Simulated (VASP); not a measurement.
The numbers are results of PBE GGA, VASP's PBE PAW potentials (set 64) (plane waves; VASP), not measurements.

The input files of a VASP run:

File POSCAR:
```
Be
1.0
  1.1036286814  -1.9115407739   0.0000000000
  1.1036286814   1.9115407739   0.0000000000
  0.0000000000   0.0000000000   3.4908913140
Be
2
Cart
  1.1036286814   0.6371815323   0.8727228285
  1.1036286814  -0.6371815323   2.6181684855
```

**KPOINTS**
```
Regular mesh
0
gamma
19 19 10
```

INCAR:
```
# general
SYSTEM =Be
PREC   =Accurate
ENCUT  =500   # plane-wave cut-off (eV)
LREAL  =.FALSE.
LASPH  =.TRUE.   # aspherical one-centre terms

# electronic loop
EDIFF  =1E-6   # SCF stop (eV)
NELM   =100   # most electronic steps
ALGO   =Normal   # blocked Davidson

# smearing
ISMEAR =1   # Methfessel-Paxton
SIGMA  =0.1

# functional
GGA    =PE   # PBE

# ions
IBRION =2
NSW    =40   # most ionic steps
ISIF   =3   # ions, shape and volume
EDIFFG =-0.02
PSTRESS=200   # kbar

# output
LWAVE  =.FALSE.
LCHARG =.FALSE.
```

POTCAR, in this order: Be (PBE.64 set). Program: vasp_std.

Output

OSZICAR:
```
       N       E                     dE             d eps       ncg     rms          rms(c)
DAV:   1    -0.276310966606E+01   -0.27631E+01   -0.18233E+03  2898   0.541E+02
DAV:   2    -0.755389124814E+01   -0.47908E+01   -0.45582E+01  4416   0.637E+01
DAV:   3    -0.758337440781E+01   -0.29483E-01   -0.29024E-01  3792   0.434E+00
DAV:   4    -0.758342306583E+01   -0.48658E-04   -0.48667E-04  4290   0.126E-01
DAV:   5    -0.758342329338E+01   -0.22755E-06   -0.22636E-06  3672   0.220E-03    0.130E+00
DAV:   6    -0.752687085536E+01    0.56552E-01   -0.84252E-03  3282   0.142E+00    0.798E-01
DAV:   7    -0.750566720687E+01    0.21204E-01   -0.87054E-03  3192   0.146E+00    0.330E-02
DAV:   8    -0.750564095256E+01    0.26254E-04   -0.15136E-05  4212   0.468E-02    0.115E-02
DAV:   9    -0.750563919756E+01    0.17550E-05   -0.33066E-06  3552   0.224E-02    0.970E-04
DAV:  10    -0.750563913085E+01    0.66710E-07   -0.32190E-09  2502   0.534E-04
   1 F= -.56670179E+01 E0= -.56670359E+01  d E =-.566702E+01
       N       E                     dE             d eps       ncg     rms          rms(c)
DAV:   1    -0.741300838170E+01    0.92631E-01   -0.11936E-01  3048   0.473E+00    0.147E-01
DAV:   2    -0.741260798215E+01    0.40040E-03   -0.19361E-04  4560   0.187E-01    0.926E-02
DAV:   3    -0.741243495798E+01    0.17302E-03   -0.16599E-04  3006   0.241E-01    0.417E-03
DAV:   4    -0.741242888783E+01    0.60702E-05   -0.13337E-06  3756   0.197E-02    0.114E-03
DAV:   5    -0.741242809704E+01    0.79079E-06   -0.15859E-07  1860   0.679E-03
   2 F= -.56938172E+01 E0= -.56938336E+01  d E =-.267993E-01
       N       E                     dE             d eps       ncg     rms          rms(c)
DAV:   1    -0.742793929002E+01   -0.15510E-01   -0.18658E-03  3054   0.585E-01    0.189E-02
DAV:   2    -0.742792920372E+01    0.10086E-04   -0.32693E-06  4572   0.239E-02    0.119E-02
DAV:   3    -0.742792027466E+01    0.89291E-05   -0.28011E-06  2982   0.312E-02    0.543E-04
DAV:   4    -0.742792037168E+01   -0.97024E-07   -0.21832E-08  1758   0.254E-03
   3 F= -.56944303E+01 E0= -.56944472E+01  d E =-.274125E-01
       N       E                     dE             d eps       ncg     rms          rms(c)
DAV:   1    -0.742997416460E+01   -0.20539E-02   -0.35016E-05  3084   0.802E-02    0.259E-03
DAV:   2    -0.742997359378E+01    0.57082E-06   -0.60309E-08  3054   0.332E-03
   4 F= -.56944213E+01 E0= -.56944381E+01  d E =-.274034E-01
       N       E                     dE             d eps       ncg     rms          rms(c)
DAV:   1    -0.742971050061E+01    0.26366E-03   -0.72534E-04  3624   0.185E-01    0.996E-03
DAV:   2    -0.742970987414E+01    0.62647E-06   -0.29546E-06  3468   0.164E-02
   5 F= -.56944891E+01 E0= -.56945093E+01  d E =-.678779E-04
```

### OUTCAR
```
------------------------ aborting loop because EDIFF is reached ----------------------------------------
  FORCE on cell =-STRESS in cart. coord.  units (eV):
  Direction    XX          YY          ZZ          XY          YZ          ZX
  --------------------------------------------------------------------------------------
  Total        1.7182662      1.7182658      1.7188780      0.0000000     -0.0000000      0.0000000
  in kB      198.0458309    198.0457902    198.1163538      0.0000000     -0.0000000      0.0000000
  external PRESSURE =      -1.9306750 kB  Pullay stress =     200.0000000 kB
  volume of cell :       13.90
      direct lattice vectors                 reciprocal lattice vectors
     1.081891254 -1.873890428  0.000000000     0.462153658 -0.266824566 -0.000000000
     1.081891254  1.873890428  0.000000000     0.462153658  0.266824566  0.000000000
     0.000000000 -0.000000000  3.428289734    -0.000000000  0.000000000  0.291690632
 POSITION                                       TOTAL-FORCE (eV/Angst)
 -----------------------------------------------------------------------------------
      1.08189      0.62463      0.85707        -0.000000      0.000000      0.000000
      1.08189     -0.62463      2.57122         0.000000     -0.000000      0.000000
 -----------------------------------------------------------------------------------
    total drift:                                0.000000     -0.000004      0.000005
  FREE ENERGIE OF THE ION-ELECTRON SYSTEM (eV)
  ---------------------------------------------------
  free  energy   TOTEN  =        -7.4297098741 eV

  energy  without entropy=       -7.4297703749  energy(sigma->0) =       -7.42973004
  enthalpy is  TOTEN    =        -5.6944891348 eV   P V=        1.7352207393

 reached required accuracy - stopping structural energy minimisation
```
(Selected blocks of OUTCAR.)

File CONTCAR:
```
Be
   1.00000000000000
     1.0818912537396619   -1.8738904275764978    0.0000000000000000
     1.0818912537396619    1.8738904275764978    0.0000000000000000
     0.0000000000000000   -0.0000000000000000    3.4282897341344771
  Be
     2
Direct
     0.3333330000000032    0.6666669999999968    0.2500000000000000
     0.6666669999999968    0.3333330000000032    0.7500000000000000
```

Energy and stress use the plane-wave basis of the starting cell.

The compound is Be in the hcp structure. This run relaxes it under an external pressure of 20 GPa. Symmetry was kept, so distortions that lower it aren't found.
